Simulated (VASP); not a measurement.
Input:

```
CELL_PARAMETERS angstrom
      0.00000     2.86985     2.86985
      2.86985     0.00000     2.86985
      2.86985     2.86985     0.00000
ATOMIC_POSITIONS crystal
  Zn 0.00000 0.00000 0.00000
  Se 0.25000 0.25000 0.25000
```

Calculation: PBE GGA, VASP's PBE PAW potentials (set 64) (plane waves; VASP). Numerical set-up: 520 eV cut-off, Gaussian smearing of 0.050 eV, potentials Zn Se.

Problem. Give the energies of bands 2 to 12 at the high-symmetry points, in eV from the valence-band maximum.

Solution. 
```
band      Γ      X      U      L      W
----  -----  -----  -----  -----  -----
2     -6.42  -6.37  -6.33  -6.34  -6.30
3     -6.42  -6.19  -6.23  -6.34  -6.23
4     -6.42  -6.19  -6.15  -6.06  -6.11
5     -6.08  -6.04  -6.06  -6.06  -6.11
6     -6.08  -5.91  -5.84  -5.93  -5.81
7      0.00  -4.59  -4.54  -4.99  -4.50
8      0.00  -2.05  -2.91  -0.81  -2.61
9      0.00  -2.05  -1.68  -0.81  -2.49
10     1.14   3.07   3.61   2.48   5.38
11     5.81   3.46   5.51   6.38   5.48
12     5.81  10.47   8.93   6.38   6.88
```

The gap is direct, 1.14 eV, from the valence maximum at Γ to the conduction minimum at Γ.

Measured: gap 2.87 eV (computed value off by -1.73 eV), as given by Wei Chen et al., Physical Review Materials (2018), doi:10.1103/physrevmaterials.2.073803 [zero-point renormalisation of 0.05 eV added back (the table's ZPR column)].

The compound is ZnSe in the zinc blende structure. It was relaxed first.
